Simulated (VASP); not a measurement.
Output of a VASP run:

### OSZICAR
```
       N       E                     dE             d eps       ncg     rms          rms(c)
DAV:   1     0.974777563406E+02    0.97478E+02   -0.73150E+03   440   0.128E+03
DAV:   2     0.205389162624E+01   -0.95424E+02   -0.89500E+02   490   0.285E+02
DAV:   3    -0.683194194650E+01   -0.88858E+01   -0.88282E+01   539   0.856E+01
DAV:   4    -0.702799149701E+01   -0.19605E+00   -0.19588E+00   497   0.138E+01
DAV:   5    -0.703251770921E+01   -0.45262E-02   -0.45259E-02   608   0.211E+00    0.209E+00
DAV:   6    -0.683696576544E+01    0.19555E+00   -0.39430E-01   500   0.405E+00    0.154E+00
DAV:   7    -0.682480517689E+01    0.12161E-01   -0.88748E-02   509   0.200E+00    0.104E+00
DAV:   8    -0.683023671454E+01   -0.54315E-02   -0.88855E-03   461   0.105E+00    0.233E-01
DAV:   9    -0.683017882483E+01    0.57890E-04   -0.19632E-04   545   0.138E-01    0.124E-01
DAV:  10    -0.683030241490E+01   -0.12359E-03   -0.26932E-04   467   0.156E-01    0.412E-02
DAV:  11    -0.683029625743E+01    0.61575E-05   -0.18955E-05   512   0.458E-02    0.583E-03
DAV:  12    -0.683029670719E+01   -0.44976E-06   -0.11174E-06   470   0.123E-02
   1 F= -.68302967E+01 E0= -.68302967E+01  d E =-.683030E+01
       N       E                     dE             d eps       ncg     rms          rms(c)
DAV:   1    -0.684901627111E+01   -0.18720E-01   -0.38301E-01   494   0.962E+00    0.840E-01
DAV:   2    -0.683503638184E+01    0.13980E-01   -0.23729E-02   494   0.165E+00    0.340E-01
DAV:   3    -0.683255752171E+01    0.24789E-02   -0.55940E-03   500   0.866E-01    0.159E-01
DAV:   4    -0.683226727092E+01    0.29025E-03   -0.15426E-04   633   0.163E-01    0.133E-02
DAV:   5    -0.683226196499E+01    0.53059E-05   -0.15007E-05   500   0.382E-02    0.763E-03
DAV:   6    -0.683226115995E+01    0.80504E-06   -0.98025E-07   262   0.170E-02
   2 F= -.68322612E+01 E0= -.68322612E+01  d E =-.196445E-02
       N       E                     dE             d eps       ncg     rms          rms(c)
DAV:   1    -0.684255982684E+01   -0.10298E-01   -0.22175E-01   494   0.728E+00    0.641E-01
DAV:   2    -0.683443178912E+01    0.81280E-02   -0.13892E-02   494   0.125E+00    0.259E-01
DAV:   3    -0.683300354143E+01    0.14282E-02   -0.32190E-03   500   0.655E-01    0.121E-01
DAV:   4    -0.683283121836E+01    0.17232E-03   -0.88611E-05   625   0.124E-01    0.102E-02
DAV:   5    -0.683282802020E+01    0.31982E-05   -0.85290E-06   488   0.294E-02    0.577E-03
DAV:   6    -0.683282748136E+01    0.53884E-06   -0.55279E-07   220   0.128E-02
   3 F= -.68328275E+01 E0= -.68328275E+01  d E =-.253077E-02
```

OUTCAR:
```
------------------------ aborting loop because EDIFF is reached ----------------------------------------
  FORCE on cell =-STRESS in cart. coord.  units (eV):
  Direction    XX          YY          ZZ          XY          YZ          ZX
  --------------------------------------------------------------------------------------
  Total        0.0142034      0.0142034      0.0142034     -0.0000000      0.0000000      0.0000000
  in kB        0.4951152      0.4951152      0.4951152     -0.0000000      0.0000000      0.0000000
  external PRESSURE =       0.4951152 kB  Pullay stress =       0.0000000 kB
  volume of cell :       45.96
      direct lattice vectors                 reciprocal lattice vectors
     0.000000000  2.843077833  2.843077833    -0.175865745  0.175865745  0.175865745
     2.843077833 -0.000000000  2.843077833     0.175865745 -0.175865745  0.175865745
     2.843077833  2.843077833  0.000000000     0.175865745  0.175865745 -0.175865745
  FREE ENERGIE OF THE ION-ELECTRON SYSTEM (eV)
  ---------------------------------------------------
  free  energy   TOTEN  =        -6.8328274814 eV

  energy  without entropy=       -6.8328274814  energy(sigma->0) =       -6.83282748

 reached required accuracy - stopping structural energy minimisation
```
(Selected blocks of OUTCAR.)

File POSCAR:
```
NaCl
1
    0.0000000000     2.8200000000     2.8200000000
    2.8200000000     0.0000000000     2.8200000000
    2.8200000000     2.8200000000     0.0000000000
Na Cl
1 1
Direct
  0.0000000000   0.0000000000   0.0000000000
  0.5000000000   0.5000000000   0.5000000000
```

Task: Write an INCAR and KPOINTS that could have produced this output.

Result: Several could match; the one computed here: the input of the run itself, PW91 GGA, plane waves, VASP's PBE PAW potentials (set 64).

KPOINTS:
```
Regular mesh
0
Gamma
 7 7 7
```

**INCAR**
```
SYSTEM=NaCl
PREC=Accurate; ENCUT=520; LREAL=.FALSE.
LASPH=.TRUE.
EDIFF=1E-6; NELM=100; ALGO=Normal
ISMEAR=0; SIGMA=0.05
GGA=91
IBRION=2; NSW=60; ISIF=3
EDIFFG=-0.01
LWAVE=.FALSE.; LCHARG=.FALSE.
```

POTCAR, in this order: Na_pv Cl (PBE.64 set). Program: vasp_std.

Energy and stress use the plane-wave basis of the starting cell.

The compound is NaCl in the rock salt structure. This run relaxes it. Symmetry was kept, so distortions that lower it aren't found.
